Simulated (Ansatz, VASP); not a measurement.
# YVO4 (Wakefieldite-(Y)): VASP beside Ansatz, part 2 of 2

Wanted: the spread between two codes on one cell, functional and k mesh. The structure shown is the start of the Ansatz relaxation below; VASP solves that cell, so the two are compared at the walk's first step.

VASP 6.6.1 and Ansatz 0.2.0.

So far: The structure; Ansatz: relaxation, r2SCAN.

### Step 3. VASP: single point, r2SCAN, start cell

Level of this step: r2SCAN, no spin polarisation; plane waves and PAW (Y_sv, V_sv, O) (VASP).

The same cell, functional, mesh and smearing now go to VASP, with its own data sets.

Lines of VASP's logs that name or quote its potential files are left out, and so is its time.

INCAR

```
SYSTEM = YVO4
PREC = Accurate
ENCUT = 580
EDIFF = 1E-06
NELM = 120
ISMEAR = -1
SIGMA = 0.02
LREAL = .FALSE.
ALGO = Normal
METAGGA = R2SCAN
LASPH = .TRUE.
NBANDS = 60
LORBIT = 11
LWAVE = .FALSE.
LCHARG = .FALSE.
ISIF = 2
GGA_COMPAT = .FALSE.
EFERMI = MIDGAP
LMIXTAU = .TRUE.
KPAR = 2
```

POSCAR

```
YVO4
1.0
   -3.5591500000      3.5591500000      3.1446500000
    3.5591500000     -3.5591500000      3.1446500000
    3.5591500000      3.5591500000     -3.1446500000
Y V O
2 2 8
Direct
    0.7500000000      0.2500000000      0.5000000000
    0.0000000000      0.0000000000      0.0000000000
    0.5000000000      0.5000000000      0.0000000000
    0.2500000000      0.7500000000      0.5000000000
    0.5100000292      0.3258000095      0.1842000197
    0.0758000095      0.3915999899      0.3157999803
    0.1415999899      0.3258000095      0.8157999803
    0.0758000095      0.7600000292      0.6842000197
    0.2399999708      0.9241999905      0.3157999803
    0.6741999905      0.4899999708      0.8157999803
    0.6084000101      0.9241999905      0.6842000197
    0.6741999905      0.8584000101      0.1842000197
```

KPOINTS

```
Automatic mesh
0
Gamma
6 6 6
0 0 0
```

PAW data sets: Y_sv, V_sv and O (PBE family, release 64).

On the command line:

```
$ mpirun -np 2 vasp_std
```

Numbers of over 12 decimals in the logs are rounded to 6 here.

Log:

```text
[banner, memory and clock lines left out]
running    2 mpi-ranks, on    1 nodes
 distrk:  each k-point on    1 cores,    2 groups
 distr:  one band on    1 cores,    1 groups

 POSCAR found type information on POSCAR Y V O
 POSCAR found :  3 types and      12 ions
|                                                                             |
|               ----> ADVICE to this user running VASP <----                  |
|                                                                             |
|     You enforced a specific xc type in the INCAR file but a different       |
|     [... a line on the potential file left out ...]
|     I HOPE YOU KNOW WHAT YOU ARE DOING!                                     |
|                                                                             |

 LDA part: xc-table for (None), standard interpolation
 POSCAR, INCAR and KPOINTS ok, starting setup
 FFT: planning ... GRIDC
 FFT: planning ... GRID_SOFT
 FFT: planning ... GRID
 WAVECAR not read
 entering main loop
       N       E                     dE             d eps       ncg     rms          rms(c)
DAV:   1     0.106398456756E+04    0.10640E+04   -0.57840E+04  3616   0.182E+03
DAV:   2    -0.103327331236E+03   -0.11673E+04   -0.11225E+04  4152   0.501E+02
DAV:   3    -0.211408417906E+03   -0.10808E+03   -0.10731E+03  4584   0.155E+02
DAV:   4    -0.215365369406E+03   -0.39570E+01   -0.39459E+01  5568   0.258E+01
DAV:   5    -0.215499767861E+03   -0.13440E+00   -0.13432E+00  5208   0.406E+00    0.893E+01
DAV:   6    -0.168861691795E+03    0.46638E+02   -0.15085E+02  4996   0.896E+01    0.420E+01
DAV:   7    -0.160178568051E+03    0.86831E+01   -0.97310E+01  4704   0.792E+01    0.448E+01
DAV:   8    -0.155088123764E+03    0.50904E+01   -0.80457E+00  4804   0.211E+01    0.148E+01
DAV:   9    -0.159438369736E+03   -0.43502E+01   -0.49918E+00  4624   0.140E+01    0.886E+00
DAV:  10    -0.156395071782E+03    0.30433E+01   -0.24286E+00  3864   0.893E+00    0.342E+00
DAV:  11    -0.156270122226E+03    0.12495E+00   -0.37712E-01  3992   0.345E+00    0.891E-01
DAV:  12    -0.156044679866E+03    0.22544E+00   -0.14007E-01  3816   0.237E+00    0.107E+00
DAV:  13    -0.156290962100E+03   -0.24628E+00   -0.69727E-02  3816   0.158E+00    0.395E-01
DAV:  14    -0.156296265940E+03   -0.53038E-02   -0.71743E-03  4244   0.545E-01    0.149E-01
DAV:  15    -0.156297786120E+03   -0.15202E-02   -0.11746E-03  4000   0.223E-01    0.524E-02
DAV:  16    -0.156298132068E+03   -0.34595E-03   -0.47896E-04  3832   0.146E-01    0.341E-02
DAV:  17    -0.156298246510E+03   -0.11444E-03   -0.53499E-05  4096   0.501E-02    0.188E-02
DAV:  18    -0.156298289826E+03   -0.43316E-04   -0.17042E-05  4044   0.291E-02    0.217E-02
DAV:  19    -0.156298308699E+03   -0.18873E-04   -0.72135E-06  3400   0.159E-02    0.976E-03
DAV:  20    -0.156298310597E+03   -0.18983E-05   -0.22083E-06  2420   0.908E-03    0.189E-03
DAV:  21    -0.156298311073E+03   -0.47548E-06   -0.28559E-07  2160   0.341E-03
   1 F= -.15629831E+03 E0= -.15629831E+03  d E =0.000000E+00
```

OUTCAR, selected parts (step 3):

```text
ion  position               nearest neighbor table
   1  0.750  0.250  0.500-   5 2.30  10 2.30   7 2.30  12 2.30   8 2.43   9 2.43   6 2.43  11 2.43
                             4 3.14   4 3.14   2 3.89   2 3.89   2 3.89   2 3.89
   2  0.000  0.000  0.000-   8 2.30   9 2.30   6 2.30  11 2.30   5 2.43  10 2.43  12 2.43   7 2.43
                             3 3.14   3 3.14   1 3.89   1 3.89   1 3.89   1 3.89
   3  0.500  0.500  0.000-   7 1.71  12 1.71  10 1.71   5 1.71   2 3.14   2 3.14
   4  0.250  0.750  0.500-   6 1.71  11 1.71   9 1.71   8 1.71   1 3.14   1 3.14
   5  0.510  0.326  0.184-   3 1.71   1 2.30   2 2.43
   6  0.076  0.392  0.316-   4 1.71   2 2.30   1 2.43
   7  0.142  0.326  0.816-   3 1.71   1 2.30   2 2.43
   8  0.076  0.760  0.684-   4 1.71   2 2.30   1 2.43
   9  0.240  0.924  0.316-   4 1.71   2 2.30   1 2.43
  10  0.674  0.490  0.816-   3 1.71   1 2.30   2 2.43
  11  0.608  0.924  0.684-   4 1.71   2 2.30   1 2.43
  12  0.674  0.858  0.184-   3 1.71   1 2.30   2 2.43

  LATTYP: Found a body centered tetragonal cell.
 ALAT       =     7.1183000000
 C/A-ratio  =     0.8835396092

 Subroutine GETGRP returns: Found 16 space group operations
 (whereof  8 operations were pure point group operations)

The static configuration has the point symmetry D_2d.
 The point group associated with its full space group is D_4h.

 Found     30 irreducible k-points:

   k-points           NKPTS =     30   k-points in BZ     NKDIM =     30   number of bands    NBANDS=     60

   dimension x,y,z NGX =    48 NGY =   48 NGZ =   48
   dimension x,y,z NGXF=    96 NGYF=   96 NGZF=   96

   ENCUT  =  580.0 eV  42.63 Ry    6.53 a.u.  11.65 11.65 11.65*2*pi/ulx,y,z

   NELECT =      96.0000    total number of electrons

 k-points in reciprocal lattice and weights: Automatic mesh
   0.00000000  0.00000000  0.00000000       0.005
   0.16666667  0.00000000  0.00000000       0.037
   0.33333333  0.00000000  0.00000000       0.037
   0.50000000  0.00000000 -0.00000000       0.019
   0.16666667  0.16666667 -0.00000000       0.037
   0.33333333  0.16666667 -0.00000000       0.074
   0.50000000  0.16666667 -0.00000000       0.074
  -0.33333333  0.16666667  0.00000000       0.074
  -0.16666667  0.16666667  0.00000000       0.019
[...]
-0.33333333 -0.33333333  0.33333333       0.009
   0.50000000  0.50000000  0.50000000       0.005

 average (electrostatic) potential at core
       1 -40.6048       2 -40.6048       3 -83.6045       4 -83.6045       5 -75.8569
       6 -75.8569       7 -75.8569       8 -75.8569       9 -75.8569      10 -75.8569
      11 -75.8569      12 -75.8569

 E-fermi :   2.6591

 k-point     1 :       0.0000    0.0000    0.0000
  band No.  band energies     occupation
    ...
     44       0.6062      2.00000
     45       0.6062      2.00000
     46       0.6096      2.00000
     47       0.6096      2.00000
     48       0.9989      2.00000
     49       4.3194      0.00000
     50       5.0400      0.00000
     51       5.2441      0.00000
     52       5.2622      0.00000
     53       5.5820      0.00000
    ...

 k-point     2 :       0.1667    0.0000    0.0000
  band No.  band energies     occupation
    ...
     44       0.3698      2.00000
     45       0.5104      2.00000
     46       0.6728      2.00000
     47       0.7229      2.00000
     48       0.9742      2.00000
     49       4.4782      0.00000
     50       5.0598      0.00000
     51       5.2301      0.00000
     52       5.2524      0.00000
     53       5.7311      0.00000
    ...

 k-point     3 :       0.3333    0.0000    0.0000
  band No.  band energies     occupation
    ...
     44       0.0685      2.00000
     45       0.3609      2.00000
     46       0.4685      2.00000
     47       0.7771      2.00000
     48       0.9211      2.00000
     49       4.8188      0.00000
     50       5.1156      0.00000
     51       5.2035      0.00000
     52       5.2235      0.00000
     53       6.0230      0.00000
    ...

  Total        0.7398490      0.7398490      0.7021807      0.0000000      0.0000000      0.0000000
  in kB        7.4392437      7.4392437      7.0604860      0.0000000      0.0000000      0.0000000
  external PRESSURE =       7.3129911 kB  Pullay stress =       0.0000000 kB

  energy-cutoff  :      580.00
  volume of cell :      159.34
      direct lattice vectors                 reciprocal lattice vectors
    -3.559150000  3.559150000  3.144650000     0.000000000  0.140482980  0.159000207
     3.559150000 -3.559150000  3.144650000     0.140482980  0.000000000  0.159000207
     3.559150000  3.559150000 -3.144650000     0.140482980  0.140482980  0.000000000

 POSITION                                       TOTAL-FORCE (eV/Angst)
 -----------------------------------------------------------------------------------
     -0.00000      3.55915      1.57232        -0.000000      0.000000     -0.000000
      0.00000      0.00000      0.00000         0.000000      0.000000     -0.000000
      0.00000      0.00000      3.14465        -0.000000      0.000000     -0.000000
      3.55915     -0.00000      1.57232        -0.000000      0.000000     -0.000000
      0.00000      1.31119      2.04905        -0.000000      0.084878     -0.025770
      2.24796     -0.00000      0.47673        -0.084878      0.000000     -0.025770
      3.55915      2.24796     -1.09560        -0.000000     -0.084878     -0.025770
      4.87034      0.00000      0.47673         0.084878      0.000000     -0.025770
      3.55915     -1.31119      2.66792         0.000000     -0.084878      0.025770
      2.24796      3.55915      1.09560        -0.084878      0.000000      0.025770
      3.55915      1.31119      2.66792         0.000000      0.084878      0.025770
      1.31119      0.00000      4.24025         0.084878      0.000000      0.025770
 -----------------------------------------------------------------------------------
    total drift:                               -0.000000     -0.000000      0.000000

  FREE ENERGIE OF THE ION-ELECTRON SYSTEM (eV)
  ---------------------------------------------------
  free  energy   TOTEN  =      -156.2983110725 eV

  energy  without entropy=     -156.2983110725  energy(sigma->0) =     -156.29831107

 total charge
# of ion       s       p       d       f       tot
--------------------------------------------------
    1        2.140   6.408   0.837   0.133   9.517
    2        2.140   6.408   0.837   0.133   9.517
    3        2.415   6.464   3.248   0.000  12.127
    4        2.415   6.464   3.248   0.000  12.127
    5        1.579   3.498   0.000   0.000   5.077
    6        1.579   3.498   0.000   0.000   5.077
    7        1.579   3.498   0.000   0.000   5.077
    8        1.579   3.498   0.000   0.000   5.077
    9        1.579   3.498   0.000   0.000   5.077
   10        1.579   3.498   0.000   0.000   5.077
   11        1.579   3.498   0.000   0.000   5.077
   12        1.579   3.498   0.000   0.000   5.077
--------------------------------------------------
tot         21.739  53.728   8.170   0.266  83.902

[... 3 further parts left out ...]
```

This run has no spin polarisation, so a moment on V, if there is one, isn't seen.

### Step 4. Differences

Known differences besides the potentials themselves: VASP keeps PBE cores, Ansatz makes them for the functional; the cutoff is 650 eV in Ansatz and 580 eV in VASP. Total energies have different zeros and are not compared.

Forces on 7 of the 12 atoms, those with the largest forces and the largest differences (eV/Å; atoms numbered as in POSCAR):

```tsv
atom	Ansatz x, y, z	VASP x, y, z
O5	0.000, -0.083, 0.098	0.000, 0.085, -0.026
O6	0.083, 0.000, 0.098	-0.085, 0.000, -0.026
O7	0.000, 0.083, 0.098	0.000, -0.085, -0.026
O8	-0.083, 0.000, 0.098	0.085, 0.000, -0.026
O10	0.083, 0.000, -0.098	-0.085, 0.000, 0.026
O11	0.000, -0.083, -0.098	0.000, 0.085, 0.026
O12	-0.083, 0.000, -0.098	0.085, 0.000, 0.026
```

The forces differ by 98 meV/Å r.m.s., which is 235.3 % of the r.m.s. force of 0.042 eV/Å (both taken over all components).

### Step 5. What came out

| Item | Value |
| --- | --- |
| r.m.s. force difference (single point, r2SCAN, start cell) | 98 meV/Å |

What this shows: The r.m.s. force difference is 98 meV/Å (single point, r2SCAN, start cell), beyond the 12 meV/Å picked in this series as the mark of a large difference. What causes the difference of the single point, r2SCAN, start cell pair stays open here. How closely two codes agree says nothing of how well the functional describes the real material.

[Lines on the potential files, build, host, timing and source positions are cut from VASP's logs without a mark.]

[Logs are printed without paths, hosts, clocks, repeated set-up lines and the standing remarks that a program may print on its own settings, such as how far it seeks lower states.]

[Hosts, paths, dates, database ids (printed as entryN), source tags and the programs' standing remarks are cut or masked in the printed files.]
